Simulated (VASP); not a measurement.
Method: PBEsol GGA, VASP's PBE PAW potentials (set 64) (plane waves; VASP 6.6.1).

A VASP calculation is set up with these files.

**INCAR**
```
SYSTEM = CdZn3S4
PREC = Accurate
ENCUT = 400
EDIFF = 1E-7
NELM = 100
ALGO = Normal
LREAL = .FALSE.
LASPH = .TRUE.
ISMEAR = 0
SIGMA = 0.05
GGA = PS
LMAXMIX = 4
LWAVE = .FALSE.
LCHARG = .FALSE.
LORBIT = 11
ICHARG = 11
```

**KPOINTS**
```
k-points along high-symmetry lines
8
Line-mode
Reciprocal
  0.000000   0.000000   0.000000 ! GAMMA
 -0.500000  -0.500000   0.000000 ! Y

 -0.500000  -0.500000   0.000000 ! Y
 -0.625000  -0.375000   0.000000 ! C_0

 -0.375000   0.375000   0.000000 ! SIGMA_0
  0.000000   0.000000   0.000000 ! GAMMA

  0.000000   0.000000   0.000000 ! GAMMA
  0.500000   0.500000   0.500000 ! Z

  0.500000   0.500000   0.500000 ! Z
  0.125000   0.875000   0.500000 ! A_0

 -0.125000   0.125000   0.500000 ! E_0
  0.000000   0.000000   0.500000 ! T

  0.000000   0.000000   0.500000 ! T
 -0.500000  -0.500000   0.000000 ! Y

  0.000000   0.000000   0.000000 ! GAMMA
 -0.500000   0.000000   0.000000 ! S

 -0.500000   0.000000   0.000000 ! S
  0.000000   0.500000   0.500000 ! R

  0.000000   0.500000   0.500000 ! R
  0.500000   0.500000   0.500000 ! Z

  0.500000   0.500000   0.500000 ! Z
  0.000000   0.000000   0.500000 ! T
```

**POSCAR**
```
CdZn3S4
1
   -0.0090478387     5.4689349419     5.4845467306
    5.4689349419    -0.0090478387     5.4845467306
    2.7299435516     2.7299435516     0.0000000000
Zn S Cd
3 4 1
Direct
  0.0005407143   0.0005407143   0.9989185713
  0.0019475413   0.4982599972   0.9997924616
  0.4982599972   0.0019475413   0.9997924616
  0.1253173109   0.1253173109   0.2493653782
  0.1061845856   0.6312478885   0.2625675259
  0.6312478885   0.1061845856   0.2625675259
  0.6384646055   0.6384646055   0.2230707889
  0.4980373566   0.4980373566   0.0039252869
```

POTCAR, in this order: Zn S Cd (PBE.64 set). Program: vasp_std. Read from the step before: CHGCAR.

The run wrote:

File OUTCAR:
```
 ion  position               nearest neighbor table
   1  0.001  0.001  0.999-   5 2.34   6 2.34   4 2.37   4 2.37
   2  0.002  0.498  1.000-   7 2.30   5 2.33   5 2.33   4 2.36
   3  0.498  0.002  1.000-   7 2.30   6 2.33   6 2.33   4 2.36
   4  0.125  0.125  0.249-   2 2.36   3 2.36   1 2.37   1 2.37
   5  0.106  0.631  0.263-   2 2.33   2 2.33   1 2.34   8 2.48
   6  0.631  0.106  0.263-   3 2.33   3 2.33   1 2.34   8 2.48
   7  0.638  0.638  0.223-   2 2.30   3 2.30   8 2.47   8 2.47
   8  0.498  0.498  0.004-   7 2.47   7 2.47   5 2.48   6 2.48
  LATTYP: Found a base centered orthorhombic cell.
 ALAT       =     7.7470375428
 B/A-ratio  =     1.4159081327
 C/A-ratio  =     0.4983483266
 Subroutine PRICEL returns:
 Original cell was already a primitive cell.
 Subroutine GETGRP returns: Found  4 space group operations
The static configuration has the point symmetry C_2v.
The dynamic configuration has the point symmetry C_2v.
 Subroutine INISYM returns: Found  4 space group operations
   k-points           NKPTS =     88   k-points in BZ     NKDIM =     88   number of bands    NBANDS=     43
   number of dos      NEDOS =    301   number of ions     NIONS =      8
   total plane-waves  NPLWV =  81648
   dimension x,y,z NGX =    54 NGY =   54 NGZ =   28
   dimension x,y,z NGXF=   108 NGYF=  108 NGZF=   56
   ions per type =               3   4   1
   PREC   = accura    normal or accurate (medium, high low for compatibility)
   ISTART =      0    job   : 0-new  1-cont  2-samecut
   ICHARG =     11    charge: 1-file 2-atom 10-const
   ISPIN  =      1    spin polarized calculation?
   LNONCOLLINEAR =      F non collinear calculations
   LSORBIT =      F    spin-orbit coupling
   INIWAV =      1    electr: 0-lowe 1-rand  2-diag
   ENCUT  =  400.0 eV  29.40 Ry    5.42 a.u.  12.63 12.63  6.30*2*pi/ulx,y,z
   NELM   =    100;   NELMIN=  2; NELMDL= -5     # of ELM steps
   EDIFF  = 0.1E-06   stopping-criterion for ELM
   LREAL  =      F    real-space projection
   NLSPLINE    = F    spline interpolate recip. space projectors
   LMAXMIX     =    4 max onsite mixed and CHGCAR
   VOSKOWN=      0    Vosko Wilk Nusair interpolation
   EDIFFG = 0.1E-05   stopping-criterion for IOM
   NSW    =      0    number of steps for IOM
   NBLOCK =      1;   KBLOCK =      1    inner block; outer block
   IBRION =     -1    ionic relax: 0-MD 1-quasi-New 2-CG
   NFREE  =      0    steps in history (QN), initial steepest desc. (CG)
   ISIF   =      2    stress and relaxation
   ISYM   =      2    0-nonsym 1-usesym 2-fastsym
   TEIN   =    0.0    initial temperature
   TEBEG  =    0.0;   TEEND  =   0.0 temperature during run
   SMASS  =  -3.00    Nose mass-parameter (am)
   PSTRESS=    0.0 pullay stress
   NELECT =      72.0000    total number of electrons
   EFERMI =   0.00;   METHOD = LEGACY
   ISMEAR =     0;   SIGMA  =   0.05  broadening in eV -4-tet -1-fermi 0-gaus
   IALGO  =     38    algorithm
   LDIAG  =      T    sub-space diagonalisation (order eigenvalues)
   IMIX   =      4    mixing-type and parameters
     AMIX     =   0.40;   BMIX     =  1.00
     AMIX_MAG =   1.60;   BMIX_MAG =  1.00
     AMIN     =   0.10
   GGA     = PS    functional components
   VOSKOWN =     0    Vosko Wilk Nusair interpolation
   LHFCALC =     F    Hartree Fock is set to
   LHFONE  =     F    Hartree Fock one center treatment
   AEXX    =    0.0000 exact exchange contribution
   IVDW    =     0    specifies the selected vdW correction
   LEPSILON=     F    determine dielectric tensor
   LRPA    =     F    only Hartree local field effects (RPA)
  energy-cutoff  :      400.00
  volume of cell :      164.04
      direct lattice vectors                 reciprocal lattice vectors
    -0.009047839  5.468934942  5.484546731    -0.091274475  0.091274475  0.091165237
     5.468934942 -0.009047839  5.484546731     0.091274475 -0.091274475  0.091165237
     2.729943552  2.729943552  0.000000000     0.183153970  0.183153970 -0.182330473
 k-point     1 :   0.0000 0.0000 0.0000  plane waves:    2973
 k-point     2 :  -0.0714-0.0714 0.0000  plane waves:    2980
...
```

**OSZICAR**
```
       N       E                     dE             d eps       ncg     rms          rms(c)
DAV:   1     0.544099901473E+03    0.54410E+03   -0.29411E+04  7568   0.161E+03
DAV:   2     0.368457310304E+02   -0.50725E+03   -0.49384E+03  7747   0.403E+02
DAV:   3    -0.260608117003E+02   -0.62907E+02   -0.61708E+02  8520   0.139E+02
DAV:   4    -0.284495564097E+02   -0.23887E+01   -0.23796E+01  8853   0.263E+01
DAV:   5    -0.284866535804E+02   -0.37097E-01   -0.37070E-01  8831   0.333E+00
DAV:   6    -0.284876179878E+02   -0.96441E-03   -0.96419E-03  8915   0.538E-01
DAV:   7    -0.284876516527E+02   -0.33665E-04   -0.33661E-04  8877   0.941E-02
DAV:   8    -0.284876529112E+02   -0.12585E-05   -0.12584E-05  8870   0.178E-02
DAV:   9    -0.284876529651E+02   -0.53844E-07   -0.53796E-07  7421   0.343E-03
   1 F= -.28487653E+02 E0= -.28487653E+02  d E =-.115763E-10
```

### OUTCAR
```
 val. band max:        2.0784171283   @ k =   0.0000   0.0000   0.0000

 cond. band min:       3.6865328574   @ k =   0.0000   0.0000   0.0000



 k-point     1 :       0.0000    0.0000    0.0000
  band No.  band energies     occupation
      1     -11.1044      2.00000
      2     -10.2864      2.00000
      3     -10.2077      2.00000
      4      -9.9621      2.00000
      5      -5.6694      2.00000
      6      -5.5663      2.00000
      7      -5.4833      2.00000
      8      -5.3905      2.00000
      9      -5.3082      2.00000
     10      -4.3942      2.00000
     11      -4.3867      2.00000
     12      -4.3729      2.00000
     13      -4.2650      2.00000
     14      -4.2566      2.00000
     15      -4.2183      2.00000
     16      -4.1424      2.00000
     17      -3.9550      2.00000
     18      -3.9393      2.00000
     19      -3.9217      2.00000
     20      -3.9204      2.00000
     21      -3.8735      2.00000
     22      -3.8387      2.00000
     23      -3.8260      2.00000
     24      -3.7749      2.00000
     25      -3.3285      2.00000
     26      -3.2405      2.00000
     27      -2.5153      2.00000
     28      -0.2646      2.00000
     29      -0.2500      2.00000
     30       0.9838      2.00000
     31       1.0408      2.00000
     32       1.1200      2.00000
     33       1.2272      2.00000
     34       1.9845      2.00000
     35       1.9984      2.00000
     36       2.0784      2.00000
     37       3.6865      0.00000
     38       5.0570      0.00000
     39       5.1018      0.00000
     40       5.3736      0.00000
     41       6.0154      0.00000
     42       8.2364      0.00000
     43       8.2727      0.00000

 k-point     2 :      -0.0714   -0.0714    0.0000
  band No.  band energies     occupation
      1     -11.0927      2.00000
      2     -10.2871      2.00000
      3     -10.2109      2.00000
      4      -9.9756      2.00000
      5      -5.6690      2.00000
      6      -5.5724      2.00000
...
```

The density is held fixed in this step, so its total energy and stress have no physical meaning.

The structure was generated: CdZn3S4 was put into an ordered model structure (Amm2), which need not be its known phase. It was relaxed first.
